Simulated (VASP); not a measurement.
Input:

```
CELL_PARAMETERS angstrom
      3.12689    -5.41906    -0.00161
      1.56480     2.71032     0.00000
     -0.00129     0.00074     5.04131
ATOMIC_POSITIONS crystal
  Ga 0.33375 0.33375 0.50174
  Al 0.16524 0.66524 0.00032
  Al 0.83264 0.33264 0.50133
  Al 0.66827 0.66827 0.00048
  N  0.33372 0.33372 0.89010
  N  0.15983 0.65983 0.37630
  N  0.83282 0.33282 0.87924
  N  0.67373 0.67373 0.37848
```

Method: PBEsol GGA, VASP's PBE PAW potentials (set 64) (plane waves; VASP). Numerical set-up: 520 eV cut-off, Gaussian smearing of 0.050 eV, potentials Ga_d Al N.

**Question.** Predict the band gap (along the path) with the smallest direct gap where there is one.

**Answer.** 
| Quantity | Result |
|---|---|
| band gap (along the path) | 3.50 eV |
| smallest direct gap (along the path) | 3.50 eV |

The absolute energy has meaning only against runs of the same code, potentials and settings.

The structure was generated: Al3GaN4 was put into an ordered model structure (Pm), which need not be its known phase. It was relaxed first.
